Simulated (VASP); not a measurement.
The input files of a VASP run:

INCAR:
```
ALGO  =  Normal   # blocked Davidson
LCHARG  =  .FALSE.
LMAXMIX  =  4   # l cut-off of mixed one-centre charges
GGA  =  PS
PREC  =  Accurate
LORBIT  =  11   # lm-projected
LASPH  =  .TRUE.   # aspherical one-centre terms
ISMEAR  =  -1   # Fermi-Dirac
ISIF  =  2
MAGMOM  =  3.0 -3.0 2*0.0
ENCUT  =  400   # plane-wave cut-off (eV)
SIGMA  =  0.05   # width (eV)
ISPIN  =  2
NELM  =  100   # most electronic steps
EDIFF  =  1E-6   # SCF stop (eV)
SYSTEM  =  CoO
LREAL  =  .FALSE.
LWAVE  =  .FALSE.
```

KPOINTS:
```
K-points
0
G
  6 6 6
0 0 0
```

File POSCAR:
```
CoO
1
    4.2600000000     2.1300000000     2.1300000000
    2.1300000000     4.2600000000     2.1300000000
    2.1300000000     2.1300000000     4.2600000000
Co O
2 2
Direct
  0.0000000000   0.0000000000   0.0000000000
  0.5000000000   0.5000000000   0.5000000000
  0.2500000000   0.2500000000   0.2500000000
  0.7500000000   0.7500000000   0.7500000000
```

POTCAR, in this order: Co O (PBE.64 set). Program: vasp_std.

### Question
Write an equivalent input for Quantum ESPRESSO's pw.x.

### Answer
One equivalent input (not run):
```
&CONTROL
  calculation = 'scf'
  pseudo_dir = './pseudo'
  outdir = './out'
  tprnfor = .true.
  tstress = .true.
/
&SYSTEM
  ibrav = 0
  nat = 4
  ntyp = 3
  ecutwfc = 96
  occupations = 'smearing'
  smearing = 'fermi-dirac'
  degauss = 0.003675
  input_dft = 'pbesol'
  nspin = 2
  starting_magnetization(1) = 0.3
  starting_magnetization(2) = -0.3
/
&ELECTRONS
  conv_thr = 7.3e-08
  electron_maxstep = 100
/
ATOMIC_SPECIES
  Co1 58.933 Co.upf
  Co2 58.933 Co.upf
  O 15.999 O.upf
CELL_PARAMETERS angstrom
     4.2600000    2.1300000    2.1300000
     2.1300000    4.2600000    2.1300000
     2.1300000    2.1300000    4.2600000
ATOMIC_POSITIONS crystal
  Co1  0.0000000  0.0000000  0.0000000
  Co2  0.5000000  0.5000000  0.5000000
  O    0.2500000  0.2500000  0.2500000
  O    0.7500000  0.7500000  0.7500000
K_POINTS automatic
  6 6 6 0 0 0
```
What does not carry over: the potentials are each code's own (VASP's PAW set, PseudoDojo norm-conserving files in pw.x), so ENCUT and ecutwfc are chosen apart and not converted; conv_thr bounds pw.x's estimated SCF error, while EDIFF bounds the energy change between steps; starting_magnetization is a fraction of the valence charge and MAGMOM a moment in μB, so they match only roughly.

The structure is a typed CoO crystal. The cell was not relaxed at this level. The k-mesh is coarse (spacing up to 0.41 per Å, 2π included), so the numbers may not be converged in it.
